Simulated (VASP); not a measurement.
Given:

```
CELL_PARAMETERS angstrom
      0.00000     1.99118     1.99118
      1.99118     0.00000     1.99118
      1.99118     1.99118     0.00000
ATOMIC_POSITIONS crystal
  Al 0.00000 0.00000 0.00000
```

Method: r2SCAN meta-GGA, VASP's PBE PAW potentials (set 64) (plane waves; VASP 6.6.1). Settings: 520 eV cut-off, 18×18×18 Γ-centred mesh, tetrahedra with Blöchl corrections, potentials Al.

### Question
Tabulate the total density of states (states/eV per cell) against energy (eV; zero at the valence-band maximum or, without a gap, the Fermi level).

### Answer

```json
[
 {"E (eV)": "-9.98", "DOS (states/eV)": "0.15"},
 {"E (eV)": "-9.74", "DOS (states/eV)": "0.16"},
 {"E (eV)": "-9.50", "DOS (states/eV)": "0.17"},
 {"E (eV)": "-9.26", "DOS (states/eV)": "0.18"},
 {"E (eV)": "-9.02", "DOS (states/eV)": "0.18"},
 {"E (eV)": "-8.90", "DOS (states/eV)": "0.19"},
 {"E (eV)": "-8.66", "DOS (states/eV)": "0.19"},
 {"E (eV)": "-8.42", "DOS (states/eV)": "0.20"},
 {"E (eV)": "-8.18", "DOS (states/eV)": "0.21"},
 {"E (eV)": "-7.94", "DOS (states/eV)": "0.22"},
 {"E (eV)": "-7.70", "DOS (states/eV)": "0.22"},
 {"E (eV)": "-7.46", "DOS (states/eV)": "0.23"},
 {"E (eV)": "-7.22", "DOS (states/eV)": "0.24"},
 {"E (eV)": "-6.98", "DOS (states/eV)": "0.24"},
 {"E (eV)": "-6.74", "DOS (states/eV)": "0.25"},
 {"E (eV)": "-6.62", "DOS (states/eV)": "0.25"},
 {"E (eV)": "-6.38", "DOS (states/eV)": "0.26"},
 {"E (eV)": "-6.14", "DOS (states/eV)": "0.27"},
 {"E (eV)": "-5.90", "DOS (states/eV)": "0.27"},
 {"E (eV)": "-5.66", "DOS (states/eV)": "0.29"},
 {"E (eV)": "-5.42", "DOS (states/eV)": "0.31"},
 {"E (eV)": "-5.18", "DOS (states/eV)": "0.31"},
 {"E (eV)": "-4.94", "DOS (states/eV)": "0.28"},
 {"E (eV)": "-4.70", "DOS (states/eV)": "0.28"},
 {"E (eV)": "-4.46", "DOS (states/eV)": "0.28"},
 {"E (eV)": "-4.34", "DOS (states/eV)": "0.28"},
 {"E (eV)": "-4.10", "DOS (states/eV)": "0.29"},
 {"E (eV)": "-3.86", "DOS (states/eV)": "0.31"},
 {"E (eV)": "-3.62", "DOS (states/eV)": "0.35"},
 {"E (eV)": "-3.38", "DOS (states/eV)": "0.35"},
 {"E (eV)": "-3.14", "DOS (states/eV)": "0.35"},
 {"E (eV)": "-2.90", "DOS (states/eV)": "0.35"},
 {"E (eV)": "-2.66", "DOS (states/eV)": "0.33"},
 {"E (eV)": "-2.42", "DOS (states/eV)": "0.31"},
 {"E (eV)": "-2.18", "DOS (states/eV)": "0.29"},
 {"E (eV)": "-2.06", "DOS (states/eV)": "0.29"},
 {"E (eV)": "-1.82", "DOS (states/eV)": "0.34"},
 {"E (eV)": "-1.58", "DOS (states/eV)": "0.33"},
 {"E (eV)": "-1.34", "DOS (states/eV)": "0.36"},
 {"E (eV)": "-1.10", "DOS (states/eV)": "0.38"},
 {"E (eV)": "-0.86", "DOS (states/eV)": "0.39"},
 {"E (eV)": "-0.62", "DOS (states/eV)": "0.38"},
 {"E (eV)": "-0.38", "DOS (states/eV)": "0.31"},
 {"E (eV)": "-0.14", "DOS (states/eV)": "0.30"},
 {"E (eV)": "0.10", "DOS (states/eV)": "0.34"},
 {"E (eV)": "0.22", "DOS (states/eV)": "0.37"},
 {"E (eV)": "0.46", "DOS (states/eV)": "0.39"},
 {"E (eV)": "0.70", "DOS (states/eV)": "0.40"},
 {"E (eV)": "0.94", "DOS (states/eV)": "0.40"},
 {"E (eV)": "1.18", "DOS (states/eV)": "0.39"},
 {"E (eV)": "1.42", "DOS (states/eV)": "0.39"},
 {"E (eV)": "1.66", "DOS (states/eV)": "0.38"},
 {"E (eV)": "1.90", "DOS (states/eV)": "0.38"},
 {"E (eV)": "2.14", "DOS (states/eV)": "0.39"},
 {"E (eV)": "2.38", "DOS (states/eV)": "0.40"},
 {"E (eV)": "2.50", "DOS (states/eV)": "0.40"},
 {"E (eV)": "2.74", "DOS (states/eV)": "0.42"},
 {"E (eV)": "2.98", "DOS (states/eV)": "0.42"},
 {"E (eV)": "3.22", "DOS (states/eV)": "0.41"},
 {"E (eV)": "3.46", "DOS (states/eV)": "0.42"}
]
```
Within 2 eV below the Fermi level the largest weight inside VASP's projection spheres is Al p, then Al s.

The compound is Al in the fcc structure. It was relaxed first.
